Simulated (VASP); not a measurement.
VASP ran on this input.

### POSCAR
```
Y3As
1
    0.0000000000     4.1296780000     4.1296780000
    4.1296780000     0.0000000000     4.1296780000
    4.1296780000     4.1296780000     0.0000000000
As Y
1 3
Direct
  0.0000000000   0.0000000000   0.0000000000
  0.5000000000   0.5000000000   0.5000000000
  0.2500000000   0.2500000000   0.2500000000
  0.7500000000   0.7500000000   0.7500000000
```

**KPOINTS**
```
Automatic mesh
0
Gamma
4 4 4
0 0 0
```

### INCAR
```
PREC = Accurate
ENCUT = 400   ! plane-wave cut-off (eV)
LMAXMIX = 4   ! l cut-off of mixed one-centre charges
EDIFF = 1E-6   ! SCF stop (eV)
SIGMA = 0.05   ! width (eV)
ISMEAR = 0
LWAVE = F
LREAL = F   ! projection in real space or not
NELM = 100
LCHARG = F
SYSTEM = Y3As
LASPH = T   ! aspherical one-centre terms
ALGO = Normal   ! blocked Davidson
ISIF = 2
GGA = PE
```

POTCAR, in this order: As Y_sv (PBE.64 set). Program: vasp_std.

### Question
Write an equivalent input for Quantum ESPRESSO's pw.x.

### Answer
One equivalent input (not run):
```
&CONTROL
  calculation = 'scf'
  pseudo_dir = './pseudo'
  outdir = './out'
  tprnfor = .true.
  tstress = .true.
/
&SYSTEM
  ibrav = 0
  nat = 4
  ntyp = 2
  ecutwfc = 84
  occupations = 'smearing'
  smearing = 'gaussian'
  degauss = 0.003675
  input_dft = 'pbe'
/
&ELECTRONS
  conv_thr = 7.3e-08
  electron_maxstep = 100
/
ATOMIC_SPECIES
  As 74.922 As.upf
  Y 88.906 Y.upf
CELL_PARAMETERS angstrom
     0.0000000    4.1296780    4.1296780
     4.1296780    0.0000000    4.1296780
     4.1296780    4.1296780    0.0000000
ATOMIC_POSITIONS crystal
  As   0.0000000  0.0000000  0.0000000
  Y    0.5000000  0.5000000  0.5000000
  Y    0.2500000  0.2500000  0.2500000
  Y    0.7500000  0.7500000  0.7500000
K_POINTS automatic
  4 4 4 0 0 0
```
Limits of the translation: the potentials are each code's own (VASP's PAW set, PseudoDojo norm-conserving files in pw.x), so ENCUT and ecutwfc are chosen apart and not converted; conv_thr bounds pw.x's estimated SCF error, while EDIFF bounds the energy change between steps.

The structure was generated: Y3As was put into the D03 type (Fm-3m), which need not be its known phase. The cell was not relaxed at this level. The k-mesh is coarse (spacing up to 0.33 per Å, 2π included), so the numbers may not be converged in it.
